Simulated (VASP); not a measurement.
Input for VASP

**INCAR**
```
# general
SYSTEM  = CuP
PREC    = Accurate
ENCUT   = 350
LREAL   = .False.   # projection in real space or not
LASPH   = .True.

# electronic loop
EDIFF   = 1E-6   # SCF stop (eV)
NELM    = 100
ALGO    = Normal   # blocked Davidson
LMAXMIX = 4

# smearing
ISMEAR  = 0
SIGMA   = 0.05

# functional
GGA     = PE

# ions
ISIF    = 2   # forces and stress, cell fixed

# output
LWAVE   = .False.
LCHARG  = .False.
```

POSCAR:
```
CuP
1
    1.9039440000    -5.0312400000     0.0000000000
    1.9039440000     5.0312400000     0.0000000000
    0.0000000000     0.0000000000     3.7521410000
P Cu
2 2
Direct
  0.5640000000   0.4360000000   0.2500000000
  0.4360000000   0.5640000000   0.7500000000
  0.8547500000   0.1452500000   0.2500000000
  0.1452500000   0.8547500000   0.7500000000
```

**KPOINTS**
```
K-points
0
gamma
  6 6 5
0 0 0
```

POTCAR, in this order: P Cu (PBE.64 set). Program: vasp_std.

### Question
Translate this PBE calculation to Ansatz.

### Answer
One equivalent input (not run):
Ansatz 0.2 input:
```yaml
crystal:
  lattice:
    - [1.9039440, -5.0312400, 0.0000000]
    - [1.9039440, 5.0312400, 0.0000000]
    - [0.0000000, 0.0000000, 3.7521410]
  atoms:
    - { symbol: P, position: [0.5640000, 0.4360000, 0.2500000] }
    - { symbol: P, position: [0.4360000, 0.5640000, 0.7500000] }
    - { symbol: Cu, position: [0.8547500, 0.1452500, 0.2500000] }
    - { symbol: Cu, position: [0.1452500, 0.8547500, 0.7500000] }
kpoints:
  mp_grid: { grid: [6, 6, 5] }
hamiltonian:
  xc: pbe
  pseudopotentials: { kind: paw }
scf:
  occupations: { method: gaussian, width: 0.05 }
  max_iter: 100
output: { forces: true, stress: true, eigenvalues: true }
```
The two are equivalent in intent, not identical: each code has its own PAW files, so the cut-off isn't converted (ENCUT is set for VASP's; basis.ecutwfc is left out, and Ansatz then takes the one that its files recommend); Ansatz stops its SCF on the density residual and VASP on the energy change (EDIFF).

The structure was generated: CuP was put into the CrB type (Cmcm), which need not be its known phase. The cell was not relaxed at this level. The k-mesh is coarse (spacing up to 0.33 per Å, 2π included), so the numbers may not be converged in it. The run is one of a series of settings (ENCUT = 350 against the base run), some of them coarse on purpose.
